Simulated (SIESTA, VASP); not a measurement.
A VASP calculation is set up with these files.

INCAR:
```
ALGO = Normal
EDIFF = 1E-6
ENCUT = 300
ISIF = 2
ISMEAR = 0
LASPH = T
LCHARG = F
LMAXMIX = 6
LREAL = F
LWAVE = F
NELM = 100
PREC = Accurate
SIGMA = 0.05
SYSTEM = PdAu3
```

### KPOINTS
```
K-points
0
G
5 5 6
0 0 0
```

### POSCAR
```
PdAu3
1
   -2.0526000000     2.0526000000     4.0026500000
    2.0526000000    -2.0526000000     4.0026500000
    2.0526000000     2.0526000000    -4.0026500000
Pd Au
1 3
Direct
 -0.0306080000   0.0036940000  -0.0135890000
  0.7670960000   0.2285060000   0.4929120000
  0.2608740000   0.7677480000   0.5268250000
  0.5026380000   0.5000530000  -0.0061480000
```

POTCAR, in this order: Pd Au (LDA.64 set). Program: vasp_std.

### Question
Write an input for SIESTA that does the same calculation.

### Answer
One input that does it (LDA PW92, numerical atomic orbitals DZP, PseudoDojo LDA standard norm-conserving potentials (rewritten from UPF to PSML)):
```
# files in the folder: Pd.psml Au.psml (PseudoDojo LDA standard)
SystemName  PdAu3
SystemLabel pdau3

NumberOfAtoms                4
NumberOfSpecies              2
%block ChemicalSpeciesLabel
  1 46 Pd
  2 79 Au
%endblock ChemicalSpeciesLabel
LatticeConstant              1.0 Ang
%block LatticeVectors
    -2.052600000    2.052600000    4.002650000
     2.052600000   -2.052600000    4.002650000
     2.052600000    2.052600000   -4.002650000
%endblock LatticeVectors
AtomicCoordinatesFormat      Ang
%block AtomicCoordinatesAndAtomicSpecies
     0.042515504   -0.098301067   -0.053335311  1
    -0.093758663    2.117261005    2.012092128  2
     2.121770567    0.040951423    2.008517762  2
    -0.017925356   -0.007313414    4.038029423  2
%endblock AtomicCoordinatesAndAtomicSpecies

XC.functional                LDA
XC.authors                   PW92
PAO.BasisSize                DZP
PAO.EnergyShift              0.01 Ry
MeshCutoff                   400 Ry
%block kgrid.MonkhorstPack
    5   0   0  0.0
    0   5   0  0.0
    0   0   6  0.0
%endblock kgrid.MonkhorstPack
OccupationFunction           MP
OccupationMPOrder            0
ElectronicTemperature        0.05 eV

MaxSCFIterations             150
SCF.Mixer.Method             Broyden
SCF.Mixer.Weight             0.2
SCF.Mixer.History            8
SCF.DM.Tolerance             1.0E-05
Diag.ParallelOverK           true
WriteForces                  true
Charge.Mulliken              end
```
Both inputs were run and reached self-consistency, which says nothing on mesh or cut-off. Potentials, basis and cut-offs are each code's own, so they don't translate, and total energies aren't comparable.

VASP's LDA is the Perdew-Zunger fit; the other code's may be Perdew-Wang, which differs slightly.

The structure comes from a computed database's PdAu3 entry; how it stands against other phases isn't given here. The cell was not relaxed at this level, atoms are displaced from their ideal sites, and it may have been scaled.
